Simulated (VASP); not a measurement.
Data:

```yaml
crystal:
  lattice:
    - [0.00000, 3.47779, 3.47779]
    - [3.47779, 0.00000, 3.47779]
    - [3.47779, 3.47779, 0.00000]
  atoms:
    - { symbol: Cu, position: [0.00000, 0.00000, 0.00000] }
    - { symbol: Ta, position: [0.50000, 0.50000, 0.50000] }
    - { symbol: Ta, position: [0.25000, 0.25000, 0.25000] }
    - { symbol: Ta, position: [0.75000, 0.75000, 0.75000] }
```

Level of theory: PBE GGA, VASP's PBE PAW potentials (set 64) (plane waves; VASP). Run with 300 eV cut-off, 6×6×6 Γ-centred mesh, Fermi-Dirac smearing of 0.10 eV, potentials Cu Ta_pv.

At this cut-off the stress carries a Pulay error, which pulls relaxed volumes low.

### Question
Give the stress tensor in GPa (positive for a compressed cell).

### Answer

```
-25.78    0.00    0.00
  0.00  -25.78    0.00
  0.00    0.00  -25.78
```
The pressure is its mean diagonal, -25.78 GPa.

The structure was generated: Ta3Cu was put into an ordered model structure, which need not be its known phase. The cell was not relaxed at this level.
